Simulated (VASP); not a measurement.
Set up this calculation in VASP 6.6.1, as the native input.

```
Task                   : relaxation of cell and atoms
Functional             : PBE
Potentials or basis    : VASP PAW PBE potentials, release 64 (Cu, Pb_d)
Cutoff                 : 600 eV
k mesh                 : 9 × 9 × 9
Occupations            : methfessel-paxton, width 0.2 eV
Spin                   : no spin polarisation
Further INCAR settings : ALGO = Normal; EDIFF = 1e-07; IBRION = 2; EDIFFG = -0.01; NSW = 60; ISIF = 3
```

The structure of CuPb lies in POSCAR:

```
CuPb
1.0
    0.0000000000      2.6129065500      2.6129065500
    2.6129065500      0.0000000000      2.6129065500
    2.6129065500      2.6129065500      0.0000000000
Cu Pb
1 1
Direct
    0.0000000000      0.0000000000      0.0000000000
    0.5000000000      0.5000000000      0.5000000000
```

The cell was built by a generator and needn't be a form met in nature.

One way to write it, as run:

INCAR

```
SYSTEM = CuPb
PREC = Accurate
ENCUT = 600
EDIFF = 1E-7
ISMEAR = 1
SIGMA = 0.2
LREAL = .FALSE.
LASPH = .TRUE.
NELM = 80
ALGO = Normal
ISIF = 3
LWAVE = .FALSE.
LCHARG = .FALSE.
GGA = PE
IBRION = 2
NSW = 60
EDIFFG = -0.01
```

KPOINTS

```
regular mesh
0
G
  9 9 9
  0 0 0
```

Potentials or basis: VASP PAW PBE potentials, release 64 (Cu, Pb_d).

Command:

```bash
$ cat potpaw_PBE.64/Cu/POTCAR potpaw_PBE.64/Pb_d/POTCAR > POTCAR
$ mpirun -np 1 vasp_std > vasp.out
```

It gave:

| Item | Value |
| --- | --- |
| Relaxed volume | 22.45 Å³/atom |
| Relaxed cell | a = 3.990 Å, b = 3.990 Å, c = 3.990 Å, α = 60.00°, β = 60.00°, γ = 60.00° |
| Space group after relaxing (to 0.05 Å) | Fm-3m (No. 225) |
| Energy gained by relaxing | 250.2 meV/atom |
| Ionic steps | 5 |
| Pressure after relaxing | 0.0 GPa |
| Band gap on the k mesh | none (metal or under the smearing width) |

Caveat: the volume moved by over 15 % at a fixed basis, so the end points are rough.

Run time: 110 s on 1 thread of Intel(R) Xeon(R) Platinum 8375C CPU @ 2.90GHz (Ice Lake), on a shared host, peak memory 0.19 GiB.
